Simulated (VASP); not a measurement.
# Fe2O3 (Hematite): magnetic orders, part 4 of 6

Is Fe2O3 (Hematite) a ferromagnet or an antiferromagnet at this level? The start is a cell from a database of measured crystal structures.

VASP 6.6.1, plane waves and PAW; the level of theory is named at each step.

Still holding for the runs below: The magnetic state follows from one typed start and may not be the lowest.

So far, largest spin moment in the PAW sphere (μB): step 2 (relax in the ferromagnetic state) 4.57. The relaxed cell has a = 5.045, c = 13.646 Å (conventional setting).

### Step 4. Magnetic order, start order AFM 1, signs +-+- (continued)

Level of this step: r2SCAN, DFT+U (Fe d 6 eV), spin-polarised, from moments of both signs; plane waves and PAW (Fe, O) (VASP).

From OUTCAR (step 4):

```text
 Found     13 irreducible k-points:

   NELECT =      68.0000    total number of electrons

atom =   1  type =  1  l = 2

 onsite density matrix

spin component  1

  1.0209 -0.0420 -0.0000 -0.0071 -0.0000
 -0.0420  1.0434 -0.0000 -0.0000 -0.0071
 -0.0000 -0.0000  0.9927  0.0000  0.0000
 -0.0071 -0.0000  0.0000  1.0434  0.0420
 -0.0000 -0.0071  0.0000  0.0420  1.0209

spin component  2

  0.1283 -0.0924  0.0000 -0.0158  0.0000
 -0.0924  0.1771 -0.0000 -0.0000 -0.0158
  0.0000 -0.0000  0.0600  0.0000  0.0000
 -0.0158 -0.0000  0.0000  0.1771  0.0924
  0.0000 -0.0158  0.0000  0.0924  0.1283

 occupancies and eigenvectors

  o =  0.0558  v =  0.0000  0.0000  0.0000  0.0000  0.0000 -0.1337 -0.0004 -0.0000 -0.6116  0.7798      0.0000  0.0000  0.0000  0.0000  0.0000  0.0000  0.0000  0.0000  0.0000  0.0000
  o =  0.0558  v =  0.0000  0.0000  0.0000  0.0000  0.0000  0.7798  0.6116 -0.0000 -0.0004  0.1337      0.0000  0.0000  0.0000  0.0000  0.0000  0.0000  0.0000  0.0000  0.0000  0.0000
  o =  0.0600  v =  0.0000  0.0000  0.0000  0.0000  0.0000  0.0000  0.0000  1.0000 -0.0000  0.0000      0.0000  0.0000  0.0000  0.0000  0.0000  0.0000  0.0000  0.0000  0.0000  0.0000
  o =  0.2496  v =  0.0000  0.0000  0.0000  0.0000  0.0000  0.1030 -0.0000 -0.0000 -0.7911 -0.6029      0.0000  0.0000  0.0000  0.0000  0.0000  0.0000  0.0000  0.0000  0.0000  0.0000
  o =  0.2496  v =  0.0000  0.0000  0.0000  0.0000  0.0000 -0.6029  0.7911 -0.0000 -0.0000 -0.1030      0.0000  0.0000  0.0000  0.0000  0.0000  0.0000  0.0000  0.0000  0.0000  0.0000
  o =  0.9881  v = -0.1322 -0.0000 -0.0000 -0.6098  0.7814  0.0000  0.0000  0.0000  0.0000  0.0000      0.0000  0.0000  0.0000  0.0000  0.0000  0.0000  0.0000  0.0000  0.0000  0.0000
  o =  0.9881  v = -0.7814 -0.6098  0.0000  0.0000 -0.1322  0.0000  0.0000  0.0000  0.0000  0.0000      0.0000  0.0000  0.0000  0.0000  0.0000  0.0000  0.0000  0.0000  0.0000  0.0000
  o =  0.9927  v =  0.0000 -0.0000 -1.0000  0.0000 -0.0000  0.0000  0.0000  0.0000  0.0000  0.0000      0.0000  0.0000  0.0000  0.0000  0.0000  0.0000  0.0000  0.0000  0.0000  0.0000
  o =  1.0762  v =  0.1017  0.0000 -0.0000 -0.7925 -0.6013  0.0000  0.0000  0.0000  0.0000  0.0000      0.0000  0.0000  0.0000  0.0000  0.0000  0.0000  0.0000  0.0000  0.0000  0.0000
  o =  1.0762  v = -0.6013  0.7925 -0.0000  0.0000 -0.1017  0.0000  0.0000  0.0000  0.0000  0.0000      0.0000  0.0000  0.0000  0.0000  0.0000  0.0000  0.0000  0.0000  0.0000  0.0000

atom =   2  type =  1  l = 2

 onsite density matrix

spin component  1

  0.1283  0.0924 -0.0000 -0.0158 -0.0000
  0.0924  0.1771 -0.0000  0.0000 -0.0158
 -0.0000 -0.0000  0.0600 -0.0000  0.0000
 -0.0158  0.0000 -0.0000  0.1771 -0.0924
 -0.0000 -0.0158  0.0000 -0.0924  0.1283

spin component  2

  1.0209  0.0420  0.0000 -0.0071  0.0000
  0.0420  1.0434 -0.0000  0.0000 -0.0071
  0.0000 -0.0000  0.9927 -0.0000  0.0000
 -0.0071  0.0000 -0.0000  1.0434 -0.0420
  0.0000 -0.0071  0.0000 -0.0420  1.0209

 occupancies and eigenvectors

  o =  0.0558  v = -0.1332  0.0000  0.0000 -0.6116 -0.7798  0.0000  0.0000  0.0000  0.0000  0.0000      0.0000  0.0000  0.0000  0.0000  0.0000  0.0000  0.0000  0.0000  0.0000  0.0000
  o =  0.0558  v =  0.7798 -0.6116  0.0000 -0.0000 -0.1332  0.0000  0.0000  0.0000  0.0000  0.0000      0.0000  0.0000  0.0000  0.0000  0.0000  0.0000  0.0000  0.0000  0.0000  0.0000
  o =  0.0600  v = -0.0000  0.0000  1.0000  0.0000  0.0000  0.0000  0.0000  0.0000  0.0000  0.0000      0.0000  0.0000  0.0000  0.0000  0.0000  0.0000  0.0000  0.0000  0.0000  0.0000
  o =  0.2496  v =  0.1030  0.0001  0.0000 -0.7911  0.6029  0.0000  0.0000  0.0000  0.0000  0.0000      0.0000  0.0000  0.0000  0.0000  0.0000  0.0000  0.0000  0.0000  0.0000  0.0000
  o =  0.2496  v = -0.6029 -0.7911  0.0000 -0.0001  0.1030  0.0000  0.0000  0.0000  0.0000  0.0000      0.0000  0.0000  0.0000  0.0000  0.0000  0.0000  0.0000  0.0000  0.0000  0.0000
  o =  0.9881  v =  0.0000  0.0000  0.0000  0.0000  0.0000 -0.1322 -0.0000  0.0000 -0.6098 -0.7814      0.0000  0.0000  0.0000  0.0000  0.0000  0.0000  0.0000  0.0000  0.0000  0.0000
  o =  0.9881  v =  0.0000  0.0000  0.0000  0.0000  0.0000 -0.7814  0.6098 -0.0000 -0.0000  0.1322      0.0000  0.0000  0.0000  0.0000  0.0000  0.0000  0.0000  0.0000  0.0000  0.0000
  o =  0.9927  v =  0.0000  0.0000  0.0000  0.0000  0.0000 -0.0000 -0.0000 -1.0000 -0.0000 -0.0000      0.0000  0.0000  0.0000  0.0000  0.0000  0.0000  0.0000  0.0000  0.0000  0.0000
  o =  1.0762  v =  0.0000  0.0000  0.0000  0.0000  0.0000  0.1017 -0.0000  0.0000 -0.7925  0.6013      0.0000  0.0000  0.0000  0.0000  0.0000  0.0000  0.0000  0.0000  0.0000  0.0000
  o =  1.0762  v =  0.0000  0.0000  0.0000  0.0000  0.0000 -0.6013 -0.7925  0.0000  0.0000  0.1017      0.0000  0.0000  0.0000  0.0000  0.0000  0.0000  0.0000  0.0000  0.0000  0.0000

atom =   3  type =  1  l = 2

 onsite density matrix

spin component  1

  1.0209 -0.0420  0.0000 -0.0071 -0.0000
 -0.0420  1.0434 -0.0000 -0.0000 -0.0071
  0.0000 -0.0000  0.9927  0.0000  0.0000
 -0.0071 -0.0000  0.0000  1.0434  0.0420
 -0.0000 -0.0071  0.0000  0.0420  1.0209

spin component  2

 occupancies and eigenvectors

  o =  0.0558  v =  0.0000  0.0000  0.0000  0.0000  0.0000 -0.1335 -0.0002 -0.0000 -0.6116  0.7798      0.0000  0.0000  0.0000  0.0000  0.0000  0.0000  0.0000  0.0000  0.0000  0.0000
[...]
o =  0.0558  v =  0.7798 -0.6116  0.0000 -0.0000 -0.1332  0.0000  0.0000  0.0000  0.0000  0.0000      0.0000  0.0000  0.0000  0.0000  0.0000  0.0000  0.0000  0.0000  0.0000  0.0000
  o =  0.0600  v = -0.0000  0.0000  1.0000  0.0000  0.0000  0.0000  0.0000  0.0000  0.0000  0.0000      0.0000  0.0000  0.0000  0.0000  0.0000  0.0000  0.0000  0.0000  0.0000  0.0000
  o =  0.2496  v =  0.1030  0.0000  0.0000 -0.7911  0.6029  0.0000  0.0000  0.0000  0.0000  0.0000      0.0000  0.0000  0.0000  0.0000  0.0000  0.0000  0.0000  0.0000  0.0000  0.0000
  o =  0.2496  v = -0.6029 -0.7911  0.0000 -0.0000  0.1030  0.0000  0.0000  0.0000  0.0000  0.0000      0.0000  0.0000  0.0000  0.0000  0.0000  0.0000  0.0000  0.0000  0.0000  0.0000
  o =  0.9881  v =  0.0000  0.0000  0.0000  0.0000  0.0000 -0.1322 -0.0000  0.0000 -0.6098 -0.7814      0.0000  0.0000  0.0000  0.0000  0.0000  0.0000  0.0000  0.0000  0.0000  0.0000
  o =  0.9881  v =  0.0000  0.0000  0.0000  0.0000  0.0000 -0.7814  0.6098 -0.0000 -0.0000  0.1322      0.0000  0.0000  0.0000  0.0000  0.0000  0.0000  0.0000  0.0000  0.0000  0.0000
  o =  0.9927  v =  0.0000  0.0000  0.0000  0.0000  0.0000 -0.0000 -0.0000 -1.0000 -0.0000 -0.0000      0.0000  0.0000  0.0000  0.0000  0.0000  0.0000  0.0000  0.0000  0.0000  0.0000
  o =  1.0762  v =  0.0000  0.0000  0.0000  0.0000  0.0000  0.1017 -0.0000  0.0000 -0.7925  0.6013      0.0000  0.0000  0.0000  0.0000  0.0000  0.0000  0.0000  0.0000  0.0000  0.0000
  o =  1.0762  v =  0.0000  0.0000  0.0000  0.0000  0.0000 -0.6013 -0.7925  0.0000  0.0000  0.1017      0.0000  0.0000  0.0000  0.0000  0.0000  0.0000  0.0000  0.0000  0.0000  0.0000

 E-fermi :   3.1148

 spin component 1
 k-point     1 :       0.0000    0.0000    0.0000
  band No.  band energies     occupation
    ...
     30       2.6040      1.00000
     31       2.6145      1.00000
     32       2.6145      1.00000
     33       2.6880      1.00000
     34       2.6880      1.00000
     35       7.0134      0.00000
     36       7.1624      0.00000
     37       7.1624      0.00000
     38       7.3680      0.00000
     39       7.3809      0.00000
    ...

 k-point     2 :       0.2500   -0.0000    0.0000
  band No.  band energies     occupation
    ...
     30       1.9174      1.00000
     31       2.0403      1.00000
     32       2.4413      1.00000
     33       2.7642      1.00000
     34       2.8684      1.00000
     35       6.9116      0.00000
     36       6.9796      0.00000
     37       7.1281      0.00000
     38       7.2853      0.00000
     39       7.3982      0.00000
    ...

 k-point     3 :       0.5000   -0.0000    0.0000
  band No.  band energies     occupation
    ...
     30       2.1740      1.00000
     31       2.2248      1.00000
     32       2.2741      1.00000
     33       2.4828      1.00000
     34       2.7638      1.00000
     35       6.7822      0.00000
     36       6.8650      0.00000
     37       7.1211      0.00000
     38       7.2298      0.00000
     39       7.2603      0.00000
    ...

 k-point     4 :       0.2500    0.2500    0.0000
  band No.  band energies     occupation
    ...
     30       1.6595      1.00000
     31       2.2392      1.00000
     32       2.4020      1.00000
     33       2.6700      1.00000
     34       2.7597      1.00000
     35       6.8586      0.00000
     36       7.0313      0.00000
     37       7.1318      0.00000
     38       7.2793      0.00000
     39       7.4038      0.00000
    ...

  Total       -1.8345974     -1.8345974     -0.5876991      0.0000000      0.0000000      0.0000000
  in kB      -29.3208886    -29.3208886     -9.3927205      0.0000000      0.0000000      0.0000000
  external PRESSURE =     -22.6781659 kB  Pullay stress =       0.0000000 kB

 POSITION                                       TOTAL-FORCE (eV/Angst)
 -----------------------------------------------------------------------------------
      0.00000      0.00000      4.81418        -0.000000     -0.000000      0.042877
      0.00000      0.00000      2.00861        -0.000000     -0.000000     -0.042877
      0.00000      0.00000      8.83139        -0.000000     -0.000000     -0.042877
      0.00000      0.00000     11.63696        -0.000000     -0.000000      0.042877
      0.76574     -1.58626      7.95992         0.039519      0.068449     -0.000000
     -1.75661      0.12998      7.95992         0.039519     -0.068449     -0.000000
      0.99087      1.45628      7.95992        -0.079039     -0.000000     -0.000000
     -0.76574      1.58626      5.68565        -0.039519     -0.068449     -0.000000
      1.75661     -0.12998      5.68565        -0.039519      0.068449     -0.000000
     -0.99087     -1.45628      5.68565         0.079039     -0.000000     -0.000000
 -----------------------------------------------------------------------------------
    total drift:                                0.000000     -0.000000      0.000000

  FREE ENERGIE OF THE ION-ELECTRON SYSTEM (eV)
  ---------------------------------------------------
  free  energy   TOTEN  =      -102.5519640122 eV

  energy  without entropy=     -102.5519640122  energy(sigma->0) =     -102.55196401

 total charge
# of ion       s       p       d       tot
------------------------------------------
    1        0.386   0.582   5.763   6.731
    2        0.386   0.582   5.763   6.731
    3        0.386   0.582   5.763   6.731
    4        0.386   0.582   5.763   6.731
    5        1.567   3.539   0.000   5.105
    6        1.567   3.539   0.000   5.105
    7        1.567   3.539   0.000   5.105
    8        1.567   3.539   0.000   5.105
    9        1.567   3.539   0.000   5.105
   10        1.567   3.539   0.000   5.105
--------------------------------------------------
tot         10.943  23.559  23.052  57.554

 magnetization (x)
# of ion       s       p       d       tot
------------------------------------------
    1        0.020   0.018   4.441   4.479
    2       -0.020  -0.018  -4.441  -4.479
    3        0.020   0.018   4.441   4.479
    4       -0.020  -0.018  -4.441  -4.479
    5        0.000   0.000   0.000   0.000
    6        0.000   0.000   0.000   0.000
    7        0.000   0.000   0.000   0.000
    8        0.000   0.000   0.000   0.000
    9        0.000   0.000   0.000   0.000
   10        0.000   0.000   0.000   0.000
--------------------------------------------------
tot          0.000   0.000   0.000   0.000

[... 9 parts as in an earlier step ...]

[... 5 further parts left out ...]
```

This step gave:

```
electronic cycles              : 21
free energy (TOTEN)            : -102.5520 eV
Fermi energy                   : 3.115 eV
gap on the k-mesh              : 3.831 eV
least direct gap on the k-mesh : 3.876 eV
```

Spin moment in the PAW sphere by atom:

```csv
atom,spin moment in the PAW sphere (μB)
Fe1,4.48
Fe2,-4.48
Fe3,4.48
Fe4,-4.48
O5,0.00
O6,0.00
O7,0.00
O8,0.00
O9,0.00
O10,0.00
```

Force by atom:

```csv
atom,x (eV/Å),y (eV/Å),z (eV/Å),size
Fe1,0.0000,0.0000,0.0429,0.0429
Fe2,0.0000,0.0000,-0.0429,0.0429
Fe3,0.0000,0.0000,-0.0429,0.0429
Fe4,0.0000,0.0000,0.0429,0.0429
O5,0.0395,0.0684,0.0000,0.0790
O6,0.0395,-0.0684,0.0000,0.0790
O7,-0.0790,0.0000,0.0000,0.0790
O8,-0.0395,-0.0684,0.0000,0.0790
O9,-0.0395,0.0684,0.0000,0.0790
O10,0.0790,0.0000,0.0000,0.0790
```

Spin density in the ac plane of the conventional cell at fractional y = 0.000, with atoms of Fe and O within 0.2 Å of it.

Values in e/Å³, 24 rows by 14 columns, each cell a mean:
```
 0.0  0.0  0.0  0.0  0.0  0.0  0.0  0.0  0.0  0.0  0.0  0.0  0.0  0.0
 0.1  0.1  0.0  0.0  0.0 -0.1  0.0  0.0  0.0  0.0  0.0  0.0  0.0  0.1
 2.5  1.1  0.1  0.0  0.0  0.0  0.0  0.0  0.0  0.0  0.0  0.1  0.6  2.0
 5.7  2.7  0.4  0.0  0.0  0.0  0.0  0.0  0.0  0.0  0.0  0.1  1.3  4.5
 1.6  0.7  0.1  0.0  0.0  0.0  0.0  0.0  0.0  0.0  0.0  0.0  0.3  1.2
 0.0  0.0  0.0  0.0  0.0  0.0  0.0  0.0  0.0  0.0  0.1  0.0  0.0  0.0
-0.1 -0.1  0.0  0.0  0.0  0.0  0.0  0.0  0.0  0.0 -0.1  0.0  0.0 -0.1
-2.9 -1.3 -0.2  0.0  0.0  0.0  0.0  0.0  0.0  0.0  0.0  0.0 -0.6 -2.2
-5.6 -2.6 -0.4  0.0  0.0  0.0  0.0  0.0  0.0  0.0  0.0 -0.1 -1.3 -4.5
-1.3 -0.5 -0.1  0.0 -0.1  0.0  0.0  0.0  0.0  0.0  0.0  0.0 -0.3 -1.0
 0.0  0.0  0.0  0.0  0.0  0.1  0.0  0.0  0.0  0.0  0.0  0.0  0.0  0.0
 0.0  0.0  0.0  0.0  0.0  0.0  0.0  0.0  0.0  0.0  0.0  0.0  0.0  0.0
 0.0  0.0  0.0  0.0  0.0  0.0  0.0  0.0  0.0  0.0  0.0  0.0  0.0  0.0
-0.1 -0.1  0.0  0.0  0.0  0.0  0.0  0.0  0.1  0.0 -0.1  0.0  0.0 -0.1
-2.6 -1.2 -0.2  0.0  0.0  0.0  0.0  0.0  0.0  0.0  0.0  0.0 -0.5 -2.0
-5.7 -2.7 -0.4  0.0  0.0  0.0  0.0  0.0  0.0  0.0  0.0 -0.1 -1.3 -4.5
-1.6 -0.6 -0.1  0.0  0.0  0.0  0.0  0.0  0.0  0.0  0.0  0.0 -0.3 -1.2
 0.0  0.0  0.0  0.0 -0.1  0.0  0.0  0.0  0.0  0.0  0.0  0.0  0.0  0.0
 0.1  0.1  0.0  0.1  0.1  0.0  0.0  0.0  0.0  0.0  0.0  0.0  0.0  0.1
 2.9  1.2  0.2  0.0  0.0  0.0  0.0  0.0  0.0  0.0  0.0  0.1  0.6  2.3
 5.6  2.6  0.4  0.0  0.0  0.0  0.0  0.0  0.0  0.0  0.0  0.1  1.2  4.4
 1.3  0.6  0.1  0.0  0.0  0.0  0.0  0.0  0.0  0.0  0.0  0.0  0.2  1.0
 0.0  0.0  0.0  0.0  0.0  0.0  0.0  0.0 -0.1  0.0  0.0  0.0  0.0  0.0
 0.0  0.0  0.0  0.0  0.0  0.0  0.0  0.0  0.0  0.0  0.0  0.0  0.0  0.0
```
Columns run along a (5.0 Å), rows up along c (13.6 Å), edges of the conventional cell, whose origin can differ from the input's. Atoms in or near the plane, at fractional coordinates: Fe at (0.00, 0.85), Fe at (0.00, 0.65), Fe at (0.00, 0.15), Fe at (0.00, 0.35), O at (0.64, 0.42), O at (0.67, 0.08), O at (0.70, 0.75), O at (0.36, 0.58), O at (0.33, 0.92), O at (0.30, 0.25).

Valence density in the ac plane of the conventional cell at fractional y = 0.000, with atoms of Fe and O within 0.2 Å of it. It is the smooth field of the valence electrons, not physical close to the nuclei.

Values in e/Å³, 24 rows by 14 columns, each cell a mean:
```
0.0 0.1 0.1 0.4 0.9 1.1 0.6 0.2 0.1 0.1 0.1 0.1 0.0 0.0
0.2 0.2 0.5 1.8 4.9 5.4 2.4 0.5 0.1 0.1 0.1 0.1 0.1 0.2
3.0 1.5 0.7 1.5 3.6 4.1 1.8 0.4 0.1 0.1 0.1 0.2 0.7 2.4
6.7 3.2 0.6 0.3 0.5 0.5 0.3 0.2 0.1 0.1 0.2 0.3 1.6 5.4
1.8 0.9 0.2 0.1 0.1 0.1 0.1 0.2 0.5 1.0 1.0 0.6 0.7 1.5
0.2 0.2 0.2 0.1 0.1 0.1 0.1 0.5 2.2 5.6 5.5 2.2 0.6 0.2
0.3 0.2 0.2 0.1 0.1 0.1 0.1 0.4 1.7 4.1 4.1 1.7 0.5 0.3
3.4 1.6 0.3 0.1 0.1 0.1 0.1 0.1 0.3 0.5 0.5 0.4 0.9 2.7
6.6 3.2 0.7 0.5 0.9 1.0 0.5 0.2 0.1 0.1 0.1 0.3 1.6 5.3
1.6 0.8 0.6 1.9 4.9 5.5 2.4 0.5 0.1 0.1 0.1 0.1 0.4 1.2
0.1 0.1 0.4 1.3 3.6 4.0 1.8 0.4 0.1 0.1 0.1 0.1 0.1 0.1
0.0 0.0 0.1 0.2 0.5 0.5 0.4 0.2 0.1 0.1 0.1 0.1 0.0 0.0
0.0 0.0 0.1 0.1 0.1 0.1 0.2 0.4 0.9 1.1 0.6 0.2 0.1 0.0
0.2 0.1 0.1 0.1 0.1 0.1 0.3 1.2 4.1 5.7 3.2 0.9 0.3 0.2
3.0 1.4 0.3 0.1 0.1 0.1 0.2 0.9 3.1 4.3 2.4 0.8 0.9 2.4
6.8 3.2 0.6 0.2 0.1 0.1 0.1 0.2 0.4 0.5 0.4 0.4 1.6 5.4
1.9 1.0 0.5 0.9 1.1 0.7 0.3 0.1 0.1 0.1 0.1 0.2 0.5 1.5
0.2 0.3 1.2 4.0 6.2 3.8 1.0 0.2 0.1 0.1 0.1 0.1 0.2 0.2
0.3 0.4 1.0 3.0 4.6 2.8 0.8 0.2 0.1 0.1 0.1 0.1 0.2 0.3
3.4 1.7 0.5 0.5 0.5 0.4 0.2 0.1 0.1 0.1 0.1 0.2 0.8 2.7
6.6 3.1 0.6 0.1 0.1 0.1 0.1 0.3 0.8 1.1 0.7 0.5 1.6 5.3
1.5 0.7 0.2 0.1 0.1 0.1 0.3 1.2 4.2 5.8 3.2 1.0 0.6 1.3
0.1 0.1 0.1 0.1 0.1 0.1 0.2 1.0 3.1 4.2 2.3 0.7 0.2 0.1
0.0 0.0 0.0 0.1 0.1 0.1 0.2 0.3 0.5 0.5 0.3 0.1 0.1 0.0
```
Columns run along a (5.0 Å), rows up along c (13.6 Å), edges of the conventional cell, whose origin can differ from the input's. Atoms in or near the plane, at fractional coordinates: Fe at (0.00, 0.85), Fe at (0.00, 0.65), Fe at (0.00, 0.15), Fe at (0.00, 0.35), O at (0.64, 0.42), O at (0.67, 0.08), O at (0.70, 0.75), O at (0.36, 0.58), O at (0.33, 0.92), O at (0.30, 0.25).

The largest moment at the end is 4.48 μB, and the moments of the cell sum to 0.00 μB.

[end of part 4 of 6]

[Lines on the potential files, build, host, timing and source positions are cut from VASP's logs without a mark.]

[Logs are printed without paths, hosts, clocks, repeated set-up lines and the standing remarks that a program may print on its own settings, such as how far it seeks lower states.]

[Hosts, paths, dates, database ids (printed as entryN), source tags and the programs' standing remarks are cut or masked in the printed files.]

[In band tables of VASP the shares of atoms and orbitals are scaled to a sum of 1 inside the atoms' spheres.]

[Runs that stopped without an error message from VASP are left out.]
